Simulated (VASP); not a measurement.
An input for Quantum ESPRESSO's pw.x (written as the equivalent of a VASP run, and not itself run):

```
&CONTROL
  calculation = 'vc-relax'
  pseudo_dir = './pseudo'
  outdir = './out'
  tprnfor = .true.
  tstress = .true.
  nstep = 60
  forc_conv_thr = 0.00078
/
&SYSTEM
  ibrav = 0
  nat = 4
  ntyp = 1
  ecutwfc = 82
  occupations = 'smearing'
  smearing = 'gaussian'
  degauss = 0.003675
  input_dft = 'vdw-df2-b86r'
/
&ELECTRONS
  conv_thr = 7.3e-08
  electron_maxstep = 100
/
&IONS
/
&CELL
/
ATOMIC_SPECIES
  C 12.011 C.upf
CELL_PARAMETERS angstrom
     1.2307166   -2.1316632   -0.0000000
     1.2307166    2.1316632    0.0000000
     0.0000000    0.0000000    7.1929606
ATOMIC_POSITIONS crystal
  C    0.0000000  0.0000000  0.2500000
  C    0.0000000  0.0000000  0.7500000
  C    0.3333330  0.6666670  0.2500000
  C    0.6666670  0.3333330  0.7500000
K_POINTS automatic
  9 9 3 0 0 0
```

### Question
Translate this input to VASP (INCAR, KPOINTS, POSCAR, choice of POTCAR).

### Answer
This is not unique; one that fits is 
### KPOINTS
```
Regular mesh
0
G
9 9 3
```

File POSCAR:
```
C
1
    1.2307166190    -2.1316632198    -0.0000000000
    1.2307166190     2.1316632198     0.0000000000
    0.0000000000     0.0000000000     7.1929605618
C
4
Direct
  0.0000000000   0.0000000000   0.2500000000
  0.0000000000   0.0000000000   0.7500000000
  0.3333330000   0.6666670000   0.2500000000
  0.6666670000   0.3333330000   0.7500000000
```

### INCAR
```
# general
SYSTEM   = C
PREC     = Accurate
ENCUT    = 520   # plane-wave cut-off (eV)
LREAL    = .FALSE.
LASPH    = .TRUE.

# electronic loop
EDIFF    = 1E-6
NELM     = 100   # most electronic steps
ALGO     = Normal   # blocked Davidson

# smearing
ISMEAR   = 0
SIGMA    = 0.05   # width (eV)

# functional
GGA      = MK
LUSE_VDW = .TRUE.
AGGAC    = 0.0
PARAM1   = 0.1234568
PARAM2   = 0.7114
ZAB_VDW  = -1.8867

# ions
IBRION   = 2   # conjugate gradients
NSW      = 60
ISIF     = 3   # ions, shape and volume
EDIFFG   = -0.02   # ionic stop

# output
LWAVE    = .FALSE.
LCHARG   = .FALSE.
```

POTCAR, in this order: C (PBE.64 set). Program: vasp_std.

The two are equivalent in intent, not identical: the potentials are each code's own (VASP's PAW set, PseudoDojo norm-conserving files in pw.x), so ENCUT and ecutwfc are chosen apart and not converted; conv_thr bounds pw.x's estimated SCF error, while EDIFF bounds the energy change between steps; forc_conv_thr acts on force components and is met together with etot_conv_thr.

The compound is C in the graphite structure. This run relaxes it. Symmetry was kept, so distortions that lower it aren't found. The k-mesh is coarse (spacing up to 0.33 per Å, 2π included), so the numbers may not be converged in it. The start is the result of an earlier pass.
